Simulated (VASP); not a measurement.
```
CdS
1.0
    0.00000     2.93199     2.93199
    2.93199     0.00000     2.93199
    2.93199     2.93199     0.00000
Cd S
1 1
Direct
  0.00000   0.00000   0.00000
  0.25000   0.25000   0.25000
```

These are PBE GGA with D4 dispersion, VASP's PBE PAW potentials (set 64) (plane waves; VASP) values and carry that method's errors. Settings: 520 eV cut-off, 9×9×9 Γ-centred mesh, tetrahedra with Blöchl corrections, potentials Cd S.

Task: The job: CdS (zinc blende), 2 atoms, PBE-D4, static run, 520 eV, 9×9×9 Γ-centred mesh. Roughly how much core time does it take on a busy server core?

Result: About 10 core-seconds (one run on a shared machine, a rough figure). It had 35 irreducible k-points, 13 bands, up to 1372 plane waves and 14 electronic steps.

The compound is CdS in the zinc blende structure, a metastable form; wurtzite is the usual one. It was relaxed first.
